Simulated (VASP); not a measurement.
Data:

```xyz
2
Lattice="0.0000 2.5121 2.5121 2.5121 0.0000 2.5121 2.5121 2.5121 0.0000" Properties=species:S:1:pos:R:3 pbc="T T T"
Co     0.0000     0.0000     0.0000
Si     1.2560     1.2560     1.2560
```

These are PBEsol GGA, VASP's PBE PAW potentials (set 64) (plane waves; VASP) values and carry that method's errors. Settings: 400 eV cut-off, 14×14×14 Γ-centred mesh, tetrahedra with Blöchl corrections, potentials Co Si.

Task: The job: CoSi (relaxed from the zinc blende structure, space group F-43m), 2 atoms, PBEsol, static run, 400 eV, 14×14×14 Γ-centred mesh. Roughly how much core time does it take on a busy server core?

Result: About 40 core-seconds (one run on a shared machine, a rough figure). It had 104 irreducible k-points, 10 bands, up to 588 plane waves and 15 electronic steps.

The structure was generated: CoSi was put into the zinc blende type (F-43m), which need not be its known phase. It was relaxed first, which changed the volume by -23 %.
